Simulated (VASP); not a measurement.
Output of a VASP run:

**OUTCAR**
```
 ion  position               nearest neighbor table
   1  0.000  0.000  0.000-   4 1.87   5 1.87   4 1.87   5 1.87   3 1.90   6 1.90
   2  0.500  0.500  0.500-   3 1.87   6 1.87   3 1.87   6 1.87   5 1.90   4 1.90
   3  0.305  0.305  0.000-   2 1.87   2 1.87   1 1.90
   4  0.805  0.195  0.500-   1 1.87   1 1.87   2 1.90
   5  0.195  0.805  0.500-   1 1.87   1 1.87   2 1.90
   6  0.695  0.695  0.000-   2 1.87   2 1.87   1 1.90
  LATTYP: Found a simple tetragonal cell.
 ALAT       =     4.4157220000
 C/A-ratio  =     0.6440049894
 Subroutine PRICEL returns:
 Original cell was already a primitive cell.
 Subroutine GETGRP returns: Found 16 space group operations
The static configuration has the point symmetry D_2h.
 The point group associated with its full space group is D_4h.
The dynamic configuration has the point symmetry D_2h.
The overall configuration has the point symmetry D_2h.
 Subroutine INISYM returns: Found 16 space group operations
 Subroutine IBZKPT returns following result:
 Found      9 irreducible k-points:

 Following reciprocal coordinates:
            Coordinates               Weight
  0.000000  0.000000  0.000000      1.000000
  0.333333  0.000000  0.000000      4.000000
  0.333333  0.333333  0.000000      4.000000
  0.000000  0.000000  0.200000      2.000000
  0.333333  0.000000  0.200000      8.000000
  0.333333  0.333333  0.200000      8.000000
  0.000000  0.000000  0.400000      2.000000
  0.333333  0.000000  0.400000      8.000000
  0.333333  0.333333  0.400000      8.000000
   k-points           NKPTS =      9   k-points in BZ     NKDIM =      9   number of bands    NBANDS=     31
   number of dos      NEDOS =    301   number of ions     NIONS =      6
   total plane-waves  NPLWV =  18000
   dimension x,y,z NGX =    30 NGY =   30 NGZ =   20
   dimension x,y,z NGXF=    60 NGYF=   60 NGZF=   40
   ions per type =               2   4
   PREC   = accura    normal or accurate (medium, high low for compatibility)
   ISTART =      0    job   : 0-new  1-cont  2-samecut
   ICHARG =      2    charge: 1-file 2-atom 10-const
   ISPIN  =      2    spin polarized calculation?
   LNONCOLLINEAR =      F non collinear calculations
   LSORBIT =      F    spin-orbit coupling
   INIWAV =      1    electr: 0-lowe 1-rand  2-diag
   ENCUT  =  400.0 eV  29.40 Ry    5.42 a.u.   7.20  7.20  4.64*2*pi/ulx,y,z
   NELM   =    100;   NELMIN=  2; NELMDL= -5     # of ELM steps
   EDIFF  = 0.1E-05   stopping-criterion for ELM
   LREAL  =      F    real-space projection
   NLSPLINE    = F    spline interpolate recip. space projectors
   LMAXMIX     =    4 max onsite mixed and CHGCAR
   VOSKOWN=      0    Vosko Wilk Nusair interpolation
   EDIFFG = -.1E-01   stopping-criterion for IOM
   NSW    =     50    number of steps for IOM
   NBLOCK =      1;   KBLOCK =     50    inner block; outer block
   IBRION =      2    ionic relax: 0-MD 1-quasi-New 2-CG
   NFREE  =      1    steps in history (QN), initial steepest desc. (CG)
   ISIF   =      3    stress and relaxation
   ISYM   =      2    0-nonsym 1-usesym 2-fastsym
   TEIN   =    0.0    initial temperature
   TEBEG  =    0.0;   TEEND  =   0.0 temperature during run
   SMASS  =  -3.00    Nose mass-parameter (am)
   PSTRESS=    0.0 pullay stress
   NELECT =      48.0000    total number of electrons
   EFERMI =   0.00;   METHOD = LEGACY
   ISMEAR =    -1;   SIGMA  =   0.05  broadening in eV -4-tet -1-fermi 0-gaus
   IALGO  =     38    algorithm
   LDIAG  =      T    sub-space diagonalisation (order eigenvalues)
   IMIX   =      4    mixing-type and parameters
     AMIX     =   0.40;   BMIX     =  1.00
     AMIX_MAG =   1.60;   BMIX_MAG =  1.00
     AMIN     =   0.10
   GGA     = PE    functional components
   VOSKOWN =     0    Vosko Wilk Nusair interpolation
   LHFCALC =     F    Hartree Fock is set to
   LHFONE  =     F    Hartree Fock one center treatment
   AEXX    =    0.0000 exact exchange contribution
   IVDW    =     0    specifies the selected vdW correction
   LEPSILON=     F    determine dielectric tensor
   LRPA    =     F    only Hartree local field effects (RPA)
...
```

### OSZICAR
```
...
DAV:   6    -0.502824572913E+02    0.93634E-03   -0.31218E-03  1379   0.515E-01    0.438E-01
DAV:   7    -0.502819926909E+02    0.46460E-03   -0.86177E-04  1610   0.262E-01    0.207E-01
DAV:   8    -0.502819745795E+02    0.18111E-04   -0.26066E-04  1253   0.132E-01    0.539E-02
DAV:   9    -0.502819729571E+02    0.16224E-05   -0.33049E-05  1510   0.378E-02    0.345E-02
DAV:  10    -0.502819757315E+02   -0.27744E-05   -0.81410E-06  1359   0.190E-02    0.207E-02
DAV:  11    -0.502819756406E+02    0.90878E-07   -0.60460E-07   579   0.724E-03
   2 F= -.50281976E+02 E0= -.50272895E+02  d E =0.184506E-01  mag=     4.0000
       N       E                     dE             d eps       ncg     rms          rms(c)
DAV:   1    -0.505757365601E+02   -0.29376E+00   -0.10400E+01  1116   0.290E+01    0.518E+00
DAV:   2    -0.504233517872E+02    0.15238E+00   -0.10553E+00  1132   0.119E+01    0.339E+00
DAV:   3    -0.503573359058E+02    0.66016E-01   -0.37334E-01  1359   0.645E+00    0.190E+00
DAV:   4    -0.503346572953E+02    0.22679E-01   -0.10904E-01  1172   0.326E+00    0.431E-01
DAV:   5    -0.503337376280E+02    0.91967E-03   -0.77653E-03  1478   0.635E-01    0.288E-01
DAV:   6    -0.503335972895E+02    0.14034E-03   -0.51458E-04  1692   0.149E-01    0.197E-01
DAV:   7    -0.503335622030E+02    0.35087E-04   -0.79119E-05  1386   0.718E-02    0.115E-01
DAV:   8    -0.503335613342E+02    0.86874E-06   -0.46347E-05  1435   0.583E-02    0.280E-02
DAV:   9    -0.503335596705E+02    0.16638E-05   -0.22276E-05  1214   0.292E-02    0.125E-02
DAV:  10    -0.503335596948E+02   -0.24323E-07   -0.26428E-06   941   0.944E-03
   3 F= -.50333560E+02 E0= -.50325242E+02  d E =-.331335E-01  mag=     4.0000
       N       E                     dE             d eps       ncg     rms          rms(c)
DAV:   1    -0.504018926007E+02   -0.68333E-01   -0.32623E+00  1116   0.145E+01    0.233E+00
DAV:   2    -0.503665543502E+02    0.35338E-01   -0.29212E-01  1210   0.625E+00    0.195E+00
DAV:   3    -0.503460851690E+02    0.20469E-01   -0.83890E-02  1338   0.322E+00    0.814E-01
DAV:   4    -0.503408416384E+02    0.52435E-02   -0.30990E-02  1336   0.142E+00    0.622E-01
DAV:   5    -0.503407650042E+02    0.76634E-04   -0.19991E-03  1536   0.306E-01    0.358E-01
DAV:   6    -0.503406280188E+02    0.13699E-03   -0.12711E-04  1610   0.825E-02    0.274E-01
DAV:   7    -0.503405633723E+02    0.64647E-04   -0.14946E-04  1600   0.939E-02    0.603E-02
DAV:   8    -0.503405635281E+02   -0.15583E-06   -0.27762E-05  1245   0.429E-02    0.191E-02
DAV:   9    -0.503405635974E+02   -0.69344E-07   -0.22910E-06   985   0.106E-02
   4 F= -.50340564E+02 E0= -.50331805E+02  d E =-.700390E-02  mag=     4.0000
       N       E                     dE             d eps       ncg     rms          rms(c)
DAV:   1    -0.503417332337E+02   -0.11697E-02   -0.53881E-02  1116   0.187E+00    0.302E-01
DAV:   2    -0.503411877080E+02    0.54553E-03   -0.50513E-03  1226   0.832E-01    0.257E-01
DAV:   3    -0.503408123172E+02    0.37539E-03   -0.13880E-03  1293   0.415E-01    0.105E-01
DAV:   4    -0.503407275516E+02    0.84766E-04   -0.51442E-04  1343   0.178E-01    0.793E-02
DAV:   5    -0.503407253595E+02    0.21921E-05   -0.32713E-05  1546   0.389E-02    0.439E-02
DAV:   6    -0.503407228079E+02    0.25516E-05   -0.19556E-06  1025   0.120E-02    0.322E-02
DAV:   7    -0.503407214555E+02    0.13524E-05   -0.32455E-06  1129   0.142E-02    0.497E-03
DAV:   8    -0.503407214834E+02   -0.27843E-07   -0.53199E-07   572   0.615E-03
   5 F= -.50340721E+02 E0= -.50332008E+02  d E =-.716179E-02  mag=     4.0000
```

OUTCAR:
```
------------------------ aborting loop because EDIFF is reached ----------------------------------------
  FORCE on cell =-STRESS in cart. coord.  units (eV):
  Direction    XX          YY          ZZ          XY          YZ          ZX
  --------------------------------------------------------------------------------------
  Total        0.0027389      0.0027389      0.0564934     -0.0000000      0.0000000      0.0000000
  in kB        0.0782851      0.0782851      1.6147305     -0.0000000      0.0000000      0.0000000
  external PRESSURE =       0.5904336 kB  Pullay stress =       0.0000000 kB
  volume of cell :       56.05
      direct lattice vectors                 reciprocal lattice vectors
     4.401391953  0.000000000  0.000000000     0.227200852  0.000000000  0.000000000
    -0.000000000  4.401391953  0.000000000    -0.000000000  0.227200852  0.000000000
     0.000000000  0.000000000  2.893529097     0.000000000  0.000000000  0.345598736
 POSITION                                       TOTAL-FORCE (eV/Angst)
 -----------------------------------------------------------------------------------
      0.00000      0.00000      0.00000        -0.000000      0.000000     -0.000000
      2.20070      2.20070      1.44676        -0.000000      0.000000     -0.000000
      1.33288      1.33288      0.00000         0.007043      0.007043     -0.000000
      3.53358      0.86781      1.44676         0.007043     -0.007043      0.000000
      0.86781      3.53358      1.44676        -0.007043      0.007043     -0.000000
      3.06851      3.06851      0.00000        -0.007043     -0.007043      0.000000
 -----------------------------------------------------------------------------------
    total drift:                               -0.000000      0.000000      0.000000
  FREE ENERGIE OF THE ION-ELECTRON SYSTEM (eV)
  ---------------------------------------------------
  free  energy   TOTEN  =       -50.3407214834 eV

  energy  without entropy=      -50.3232948274  energy(sigma->0) =      -50.33200816

 total charge

# of ion       s       p       d       tot
------------------------------------------
    1        0.374   6.483   4.053  10.910
    2        0.374   6.483   4.053  10.910
    3        1.599   3.490   0.000   5.089
    4        1.599   3.490   0.000   5.089
    5        1.599   3.490   0.000   5.089
    6        1.599   3.490   0.000   5.089
--------------------------------------------------
tot          7.145  26.925   8.105  42.176

 magnetization (x)

# of ion       s       p       d       tot
------------------------------------------
    1        0.024   0.032   2.025   2.081
    2        0.024   0.032   2.025   2.081
    3       -0.003  -0.063   0.000  -0.066
    4       -0.003  -0.063   0.000  -0.066
    5       -0.003  -0.063   0.000  -0.066
    6       -0.003  -0.063   0.000  -0.066
--------------------------------------------------
tot          0.038  -0.189   4.050   3.898

 reached required accuracy - stopping structural energy minimisation
```
(Selected blocks of OUTCAR.)

**POSCAR**
```
CrO2
1
    4.4157220000     0.0000000000     0.0000000000
    0.0000000000     4.4157220000     0.0000000000
    0.0000000000     0.0000000000     2.8437470000
Cr O
2 4
Direct
  0.0000000000   0.0000000000   0.0000000000
  0.5000000000   0.5000000000   0.5000000000
  0.3049600000   0.3049600000   0.0000000000
  0.8049600000   0.1950400000   0.5000000000
  0.1950400000   0.8049600000   0.5000000000
  0.6950400000   0.6950400000   0.0000000000
```

Question: Write an INCAR and KPOINTS that could have produced this output.

Answer: This is not unique; one that fits is the input of the run itself, PBE GGA, plane waves, VASP's PBE PAW potentials (set 64).

KPOINTS:
```
Automatic mesh
0
Gamma
3 3 5
0 0 0
```

INCAR:
```
# general
SYSTEM   =  CrO2
PREC     =  Accurate
ENCUT    =  400
LREAL    =  .FALSE.
LASPH    =  .TRUE.

# electronic loop
EDIFF    =  1E-6
NELM     =  100
ALGO     =  Normal
LMAXMIX  =  4

# smearing
ISMEAR   =  -1
SIGMA    =  0.05

# functional
GGA      =  PE

# spin
ISPIN    =  2
MAGMOM   =  3.0 3.0 0.0 0.0 0.0 0.0

# ions
IBRION   =  2
NSW      =  50
ISIF     =  3
EDIFFG   =  -0.01

# output
LWAVE    =  .FALSE.
LCHARG   =  .FALSE.
LORBIT   =  11
```

POTCAR, in this order: Cr_pv O (PBE.64 set). Program: vasp_std.

At this cut-off the stress carries a Pulay error, which pulls relaxed volumes low. The moments were started parallel, and other spin orders were not tried in this run.

The structure was generated: CrO2 was put into an ordered model structure, which need not be its known phase. This run relaxes it. Symmetry was kept, so distortions that lower it aren't found. The k-mesh is coarse (spacing up to 0.48 per Å, 2π included), so the numbers may not be converged in it. The run is one of a series of settings (EDIFFG = -0.01, IBRION = 2, ISIF = 3, NSW = 50 against the base run), some of them coarse on purpose.
